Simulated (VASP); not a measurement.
Write the native input for VASP 6.6.1 that does the following.

* Task: relaxation of shape and atoms at fixed volume
* Functional: r2SCAN
* Potentials or basis: VASP PAW PBE potentials, release 64 (Ti_sv)
* Cutoff: 600 eV
* k mesh: 15 × 15 × 8
* Occupations: methfessel-paxton, width 0.1 eV
* Spin: no spin polarisation
* Further INCAR settings: ALGO = Normal; EDIFF = 1e-07; IBRION = 2; EDIFFG = -0.01; NSW = 40; ISIF = 4

The structure of Ti lies in POSCAR:

```
Ti                                      
1.0
    2.8998520628      0.0000000000      0.0000000000
   -1.4499260314      2.5113455537      0.0000000000
    0.0000000000      0.0000000000      4.5792544066
  Ti            
     2
Direct
     0.3333333332999970    0.6666666667000030    0.2500000000000000
     0.6666666667000030    0.3333333332999970    0.7500000000000000
```

The cell isn't the ideal one: a relaxed cell with its volume scaled by 0.96.

One way to write it, as run:

INCAR

```
SYSTEM = Ti
ALGO = Normal ; EDIFF = 1E-7
EDIFFG = -0.01 ; ENCUT = 600
IBRION = 2 ; ISIF = 4
ISMEAR = 1 ; LASPH = .TRUE.
LCHARG = .FALSE. ; LMIXTAU = .TRUE.
LREAL = .FALSE. ; LWAVE = .FALSE.
METAGGA = R2SCAN ; NELM = 80
NSW = 40 ; PREC = Accurate
SIGMA = 0.1
```

KPOINTS

```
k-points
0
G
  15 15 8
  0 0 0
```

Potentials or basis: VASP PAW PBE potentials, release 64 (Ti_sv).

Launch:

```console
$ cat potpaw_PBE.64/Ti_sv/POTCAR > POTCAR
$ mpirun -np 1 vasp_std > vasp.out
```

It gave:

The pressure after relaxing is 5.1 GPa and the band gap on the k mesh is none (metal or under the smearing width).

Caveat: the relaxation stopped at its first step, so nothing moved; the PAW data sets were made with another functional, which shifts forces and pressure a little.

It took 5 min on 1 thread of Intel(R) Xeon(R) Platinum 8488C (Sapphire Rapids) (shared host), peak memory 0.21 GiB.
